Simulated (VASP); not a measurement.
Here is the system:

```xyz
8
Lattice="4.8354 0.0000 0.0000 0.0000 4.8354 0.0000 0.0000 0.0000 4.8354" Properties=species:S:1:pos:R:3 pbc="T T T"
Mo     0.6648     0.6648     0.6648
Mo     3.0826     1.7529     4.1706
Mo     4.1706     3.0826     1.7529
Mo     1.7529     4.1706     3.0826
Si     4.1001     4.1001     4.1001
Si     1.6824     3.1530     0.7353
Si     0.7353     1.6824     3.1530
Si     3.1530     0.7353     1.6824
```

Computed with PBEsol GGA, VASP's PBE PAW potentials (set 64) (plane waves; VASP). Numerical set-up: 400 eV cut-off, 7×7×7 Γ-centred mesh, tetrahedra with Blöchl corrections, potentials Mo_sv Si.

The cores are frozen, which limits the accuracy of field gradients.

### Question
Give the principal components of the electric field gradient (V/Å²) and the asymmetry η at each nucleus.

### Answer

```json
[
 {"atom": "Mo1", "Vxx": "16.1", "Vyy": "16.1", "Vzz": "-32.2", "η": "0.00"},
 {"atom": "Mo2", "Vxx": "16.1", "Vyy": "16.1", "Vzz": "-32.2", "η": "0.00"},
 {"atom": "Mo3", "Vxx": "16.1", "Vyy": "16.1", "Vzz": "-32.2", "η": "0.00"},
 {"atom": "Mo4", "Vxx": "16.1", "Vyy": "16.1", "Vzz": "-32.2", "η": "0.00"},
 {"atom": "Si5", "Vxx": "17.1", "Vyy": "17.1", "Vzz": "-34.3", "η": "0.00"},
 {"atom": "Si6", "Vxx": "17.1", "Vyy": "17.1", "Vzz": "-34.3", "η": "0.00"},
 {"atom": "Si7", "Vxx": "17.1", "Vyy": "17.1", "Vzz": "-34.3", "η": "0.00"},
 {"atom": "Si8", "Vxx": "17.1", "Vyy": "17.1", "Vzz": "-34.3", "η": "0.00"}
]
```

The structure was generated: SiMo was put into the FeSi type (P2_13), which need not be its known phase. It was relaxed first.
